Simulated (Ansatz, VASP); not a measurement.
# Pb3O4 (Pb3O4 (P4_2/mbc)): VASP beside Ansatz, part 3 of 3

Aim: how closely do two programs agree when they are given the same cell, functional and k mesh? Of the first pair: The structure shown is the start of the Ansatz relaxation below; VASP solves that cell, so the two are compared at the walk's first step.

VASP 6.6.1 and Ansatz 0.2.0.

So far. Step 3 (VASP: single point, PBEsol, start cell, pair 1): The run ends at a pressure of -0.42 GPa, with forces up to 0.076 eV/Å.

## (6) VASP: single point, PBEsol, relaxed cell, pair 2

Level of this step: PBEsol; plane waves and PAW (Pb_d, O) (VASP).

The same cell, functional, mesh and smearing now go to VASP, with its own data sets.

The input, INCAR:

```
SYSTEM = Pb3O4
PREC = Accurate
ENCUT = 600
EDIFF = 1E-06
NELM = 120
ISMEAR = -1
SIGMA = 0.01
LREAL = .FALSE.
ALGO = Normal
GGA = PS
NBANDS = 156
LORBIT = 11
LWAVE = .FALSE.
LCHARG = .FALSE.
ISIF = 2
LASPH = .TRUE.
GGA_COMPAT = .FALSE.
EFERMI = MIDGAP
KPAR = 4
```

The input, POSCAR:

```
Pb3O4
1.0
    8.8380241164      0.0000000000      0.0000000000
    0.0000000000      8.8380241164      0.0000000000
    0.0000000000      0.0000000000      6.6691686595
Pb O
12 16
Direct
    0.1636989558      0.8566501274      0.5000000000
    0.8566501274      0.8363010442      0.0000000000
    0.1433498726      0.1636989558      0.0000000000
    0.3363010442      0.3566501274      0.5000000000
    0.6433498726      0.3363010442      0.0000000000
    0.0000000000      0.5000000000      0.7500000000
    0.5000000000      0.0000000000      0.2500000000
    0.3566501274      0.6636989558      0.0000000000
    0.0000000000      0.5000000000      0.2500000000
    0.8363010442      0.1433498726      0.5000000000
    0.6636989558      0.6433498726      0.5000000000
    0.5000000000      0.0000000000      0.7500000000
    0.8630417588      0.4070158601      0.5000000000
    0.1720681363      0.3279318637      0.7500000000
    0.9070158601      0.3630417588      0.0000000000
    0.6720681363      0.1720681363      0.2500000000
    0.3279318637      0.8279318637      0.2500000000
    0.1369582412      0.5929841399      0.5000000000
    0.5929841399      0.8630417588      0.0000000000
    0.1720681363      0.3279318637      0.2500000000
    0.3630417588      0.0929841399      0.5000000000
    0.8279318637      0.6720681363      0.7500000000
    0.3279318637      0.8279318637      0.7500000000
    0.0929841399      0.6369582412      0.0000000000
    0.4070158601      0.1369582412      0.0000000000
    0.8279318637      0.6720681363      0.2500000000
    0.6720681363      0.1720681363      0.7500000000
    0.6369582412      0.9070158601      0.5000000000
```

The input, KPOINTS:

```
Automatic mesh
0
Gamma
3 3 4
0 0 0
```

Potentials, in the order of the species: Pb_d and O (PBE family, release 64).

On the command line:

```console
$ mpirun -np 4 vasp_std
```

Numbers of over 12 decimals in the logs are rounded to 6 here.

The log of the run:

```text
[banner, memory and clock lines left out]
running    4 mpi-ranks, on    1 nodes
[...]
[... a notice as in an earlier step ...]

 [... a notice as in an earlier step ...]

 LDA part: xc-table for (Slater+PW92), standard interpolation
 POSCAR, INCAR and KPOINTS ok, starting setup
[...]
entering main loop
       N       E                     dE             d eps       ncg     rms          rms(c)
DAV:   1     0.443600399321E+04    0.44360E+04   -0.13066E+05  2808   0.222E+03
DAV:   2     0.878779128537E+03   -0.35572E+04   -0.34606E+04  2832   0.640E+02
DAV:   3    -0.550545002220E+02   -0.93383E+03   -0.88351E+03  3204   0.322E+02
DAV:   4    -0.182486284500E+03   -0.12743E+03   -0.12489E+03  3864   0.114E+02
[...]
DAV:  14    -0.160713799173E+03    0.44185E-05   -0.58695E-05  4064   0.241E-02    0.452E-03
DAV:  15    -0.160713798162E+03    0.10112E-05   -0.54439E-06  2632   0.144E-02    0.252E-03
DAV:  16    -0.160713798631E+03   -0.46919E-06   -0.46261E-07  1776   0.414E-03
   1 F= -.16071380E+03 E0= -.16071380E+03  d E =0.000000E+00
```

Parts of OUTCAR (step 6):

```text
  Total        0.0741431      0.0741431      0.3143645      0.0000000      0.0000000      0.0000000
  in kB        0.2280337      0.2280337      0.9668565      0.0000000      0.0000000      0.0000000
  external PRESSURE =       0.4743080 kB  Pullay stress =       0.0000000 kB

 POSITION                                       TOTAL-FORCE (eV/Angst)
 -----------------------------------------------------------------------------------
      1.44678      7.57109      3.33458        -0.026228      0.018275      0.000000
      7.57109      7.39125      0.00000         0.018275      0.026228      0.000000
      1.26693      1.44678      0.00000        -0.018275     -0.026228     -0.000000
      2.97224      3.15208      3.33458         0.026228      0.018275      0.000000
      5.68594      2.97224      0.00000        -0.018275      0.026228      0.000000
      0.00000      4.41901      5.00188         0.000000     -0.000000      0.000000
      4.41901      0.00000      1.66729         0.000000     -0.000000      0.000000
      3.15208      5.86579      0.00000         0.018275     -0.026228     -0.000000
      0.00000      4.41901      1.66729         0.000000     -0.000000      0.000000
      7.39125      1.26693      3.33458         0.026228     -0.018275     -0.000000
      5.86579      5.68594      3.33458        -0.026228     -0.018275     -0.000000
      4.41901      0.00000      5.00188         0.000000     -0.000000      0.000000
      7.62758      3.59722      3.33458        -0.024293     -0.013377      0.000000
      1.52074      2.89827      5.00188         0.012816     -0.012816     -0.000000
[...]
-----------------------------------------------------------------------------------
    total drift:                                0.000000     -0.000000      0.000000

  FREE ENERGIE OF THE ION-ELECTRON SYSTEM (eV)
  ---------------------------------------------------
  free  energy   TOTEN  =      -160.7137986314 eV

  energy  without entropy=     -160.7137986314  energy(sigma->0) =     -160.71379863

[... 1 part as in an earlier step ...]

[... 2 further parts left out ...]
[key lines of the parts left out:]
E-fermi :   4.4612
```

The run ends at a pressure of 0.05 GPa, with forces up to 0.032 eV/Å.

## (7) Differences

What differs besides the data sets and the points named for the pairs above, as far as they apply: the cutoff is 420 eV in Ansatz and 600 eV in VASP; Ansatz's pressure holds a Pulay correction, VASP's none. Total energies have different zeros and are not compared.

Both answers:

| quantity | Ansatz | VASP | difference |
| --- | --- | --- | --- |
| pressure (GPa) | -0.03 | 0.05 | -0.08 |
| gap on the k mesh (eV) | 1.193 | 1.181 | +0.012 |

At this near-relaxed geometry the largest component of a force difference is 30 meV/Å. A gap on the mesh is an upper bound, since the band edges may lie between its points; neither run holds spin-orbit coupling, which can move the band edges of a compound of Pb.

## (8) Outcome

```
r.m.s. force difference (single point, PBEsol, start cell, pair 1)   : 14 meV/Å
r.m.s. force difference (single point, PBEsol, relaxed cell, pair 2) : 14 meV/Å
```

What this shows: The r.m.s. force difference is 14 meV/Å (single point, PBEsol, start cell, pair 1), beyond the 12 meV/Å picked in this series as the mark of a large difference. What causes the difference of the single point, PBEsol, start cell, pair 1 pair stays open here. What causes the difference of the single point, PBEsol, relaxed cell, pair 2 pair stays open here. Such differences can come from data sets, numerical settings and the points named under the comparisons, not from the functional's error against experiment.

[Lines on the potential files, build, host, timing and source positions are cut from VASP's logs without a mark.]

[Logs are printed without paths, hosts, clocks, repeated set-up lines and the standing remarks that a program may print on its own settings, such as how far it seeks lower states.]

[Hosts, paths, dates, database ids (printed as entryN), source tags and the programs' standing remarks are cut or masked in the printed files.]
